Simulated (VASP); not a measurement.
```
GaAs
1.0
    3.44535     0.00000     0.00000
   -1.72267     2.98376     0.00000
    0.00000     0.00000     3.36249
Ga As
1 1
Direct
  0.00000   0.00000   0.00000
  0.66667   0.33333   0.50000
```

Level of theory: PBE GGA, VASP's PBE PAW potentials (set 64) (plane waves; VASP). Run with 300 eV cut-off, 11×11×10 Γ-centred mesh, Fermi-Dirac smearing of 0.14 eV, potentials Ga_d As.

Problem. Give the energies of bands 7 to 12 at the high-symmetry points, in eV from the Fermi level.

Solution. 
```json
[
 {"band": "7", "Γ": "-1.70", "M": "-8.10", "K": "-7.72", "A": "-9.24", "L": "-5.99", "H": "-4.98"},
 {"band": "8", "Γ": "-0.31", "M": "-1.95", "K": "-5.41", "A": "1.98", "L": "-5.26", "H": "-4.84"},
 {"band": "9", "Γ": "0.47", "M": "0.85", "K": "1.39", "A": "1.98", "L": "-3.89", "H": "-3.91"},
 {"band": "10", "Γ": "0.47", "M": "1.05", "K": "4.91", "A": "5.42", "L": "0.44", "H": "-2.63"},
 {"band": "11", "Γ": "5.15", "M": "5.09", "K": "5.05", "A": "6.08", "L": "3.33", "H": "-0.79"},
 {"band": "12", "Γ": "5.35", "M": "5.25", "K": "5.71", "A": "6.08", "L": "4.41", "H": "9.86"}
]
```

It has no gap at this level: it comes out as a metal or semimetal.

The structure was generated: GaAs was put into an ordered model structure, which need not be its known phase. The cell was not relaxed at this level.
